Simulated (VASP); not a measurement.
Consider the following.

```yaml
crystal:
  lattice:
    - [3.99000, 0.00000, 0.00000]
    - [0.00000, 3.99000, 0.00000]
    - [0.00000, 0.00000, 3.99000]
  atoms:
    - { symbol: K, position: [0.00000, 0.00000, 0.00000] }
    - { symbol: Ta, position: [0.50000, 0.50000, 0.50000] }
    - { symbol: O, position: [0.50000, 0.00000, 0.50000] }
    - { symbol: O, position: [0.00000, 0.50000, 0.50000] }
    - { symbol: O, position: [0.50000, 0.50000, 0.00000] }
```

All values below come from PBEsol GGA, VASP's PBE PAW potentials (set 64) (plane waves; VASP). Run with 520 eV cut-off, 5×5×5 Γ-centred mesh, Gaussian smearing of 0.050 eV, potentials K_sv Ta_pv O.

### Question
What does the run give for the energy per atom (σ→0)?

### Answer

```json
{
 "energy per atom (σ→0)": "-8.583 eV/atom"
}
```

Total energies compare only between runs with the same potentials, cut-off and functional.

The compound is KTaO3 in the cubic perovskite structure. The cell was not relaxed at this level. The start is the result of an earlier pass.
